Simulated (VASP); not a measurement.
```xyz
2
Lattice="3.7927 0.0000 0.0000 0.0000 3.7927 0.0000 0.0000 0.0000 3.7927" Properties=species:S:1:pos:R:3 pbc="T T T"
Cs     0.0000     0.0000     0.0000
Cl     1.8963     1.8963     1.8963
```

The numbers are results of PBE GGA, VASP's PBE PAW potentials (set 64) (plane waves; VASP), not measurements. Run with 500 eV cut-off, 7×7×7 Γ-centred mesh, Gaussian smearing of 0.050 eV, potentials Cs_sv Cl.

Energy and stress use the plane-wave basis of the starting cell.

Task: The ions, cell shape and volume at an external pressure of 20.0 GPa are relaxed. Which structure does the run end with?

Result: 
```xyz
2
Lattice="3.6282 0.0000 0.0000 0.0000 3.6282 0.0000 0.0000 0.0000 3.6282" Properties=species:S:1:pos:R:3 pbc="T T T"
Cs     0.0000     0.0000     0.0000
Cl     1.8141     1.8141     1.8141
```
Space group Pm-3m (221), at a tolerance of 0.03 Å.

Task: How do energy and volume change from the first to the last step?

Result: The energy (σ→0) changes by +306.8 meV/atom and the volume by -12.5 %, in 4 ionic steps.

```tsv
step	E(σ→0) (eV)	max force (eV/Å)	pressure (GPa)	volume (Å³)
1	-6.0817	0.000	9.99	54.56
2	-4.5368	0.000	34.89	42.18
3	-5.4840	0.000	19.74	47.89
4	-5.4682	0.000	20.00	47.76
```

The compound is CsCl in the CsCl type structure. This run relaxes it under an external pressure of 20 GPa. Symmetry was kept, so distortions that lower it aren't found.
